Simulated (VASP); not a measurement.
Consider the following.

```xyz
4
Lattice="1.9482 -3.3744 0.0000 1.9482 3.3744 0.0000 0.0000 0.0000 6.3852" Properties=species:S:1:pos:R:3 pbc="T T T"
Zn     1.9482    -1.1248     3.1926
Zn     1.9482     1.1248     0.0000
S      1.9482    -1.1248     5.5871
S      1.9482     1.1248     2.3944
```

Calculation: PBE GGA, VASP's PBE PAW potentials (set 64) (plane waves; VASP). Settings: 400 eV cut-off, 5×5×3 Γ-centred mesh, Gaussian smearing of 0.050 eV, potentials Zn S.

Q: Give the stress tensor in GPa (positive for a compressed cell).

A: 
```
-2.49   0.00   0.00
 0.00  -2.49   0.00
 0.00   0.00  -2.60
```
The pressure is its mean diagonal, -2.53 GPa.

The compound is ZnS in the wurtzite structure, the high-temperature form. The cell was not relaxed at this level.
